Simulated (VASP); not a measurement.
Here is a VASP 6.6.1 calculation.

INCAR

```
SYSTEM = CsLiCr2Te2S3
PREC = Accurate
ENCUT = 520
EDIFF = 1E-6
ISMEAR = 0
SIGMA = 0.1
LREAL = .False.
LASPH = .True.
NELM = 150
ALGO = Normal
ISIF = 2
LWAVE = .False.
LCHARG = .False.
ISPIN = 2
MAGMOM = 0 0 3 3 0 0 0 0 0
LORBIT = 11
LMAXMIX = 4
METAGGA = R2SCAN
LMIXTAU = .True.
NBANDS = 47
KPAR = 4
```

File KPOINTS:

```
regular mesh
0
Gamma
  6 6 4
  0 0 0
```

POSCAR

```
CsLiCr2Te2S3                            
1.0
    4.7374859806      0.0000000000      0.0000000000
    0.0000000000      4.7374859806     -0.0000000000
    0.0000000000      0.0000000000     10.8186457256
  Cs              Li              Cr              Te              S             
     1     1     2     2     3
Direct
     0.0000000000000000    0.0000000000000000    0.9655041070105752
     0.0000000000000000    1.0000000000000000    0.6417742923515272
     0.5000000000000000    0.5000000000000000    0.1763254327056491
     0.5000000000000000    0.5000000000000000    0.7618645346908525
     0.0000000000000000    0.5000000000000000    0.2940886128136155
     0.5000000000000000    0.0000000000000000    0.2940886128136155
     0.5000000000000000    0.5000000000000000    0.9715793546171281
     0.0000000000000000    0.5000000000000000    0.7073087264985194
     0.5000000000000000    0.0000000000000000    0.7073087264985194
```

Potentials or basis: VASP PAW PBE potentials, release 64 (Cs_sv, Li_sv, Cr_pv, Te, S).

The run is started by

```bash
$ cat potpaw_PBE.64/Cs_sv/POTCAR potpaw_PBE.64/Li_sv/POTCAR potpaw_PBE.64/Cr_pv/POTCAR potpaw_PBE.64/Te/POTCAR potpaw_PBE.64/S/POTCAR > POTCAR
$ mpirun -np 4 vasp_std > vasp.out
```

(1) Estimate the net moment.

(2) Predict the site moments.

(3) What does it give for the largest force?

(4) Estimate the band gap on the k mesh.

Results:

(1) 5.87 μB per cell.

(2) Cs -0.00; Li +0.00; Cr +3.20, +3.07; Te -0.12; S -0.16, -0.12 μB.

(3) 0.182 eV/Å.

(4) none (metal or under the smearing width).

Caveat: the PAW data sets were made with another functional, which shifts forces and pressure a little; only a ferromagnetic start was run, and an antiferromagnetic order may lie lower in energy.
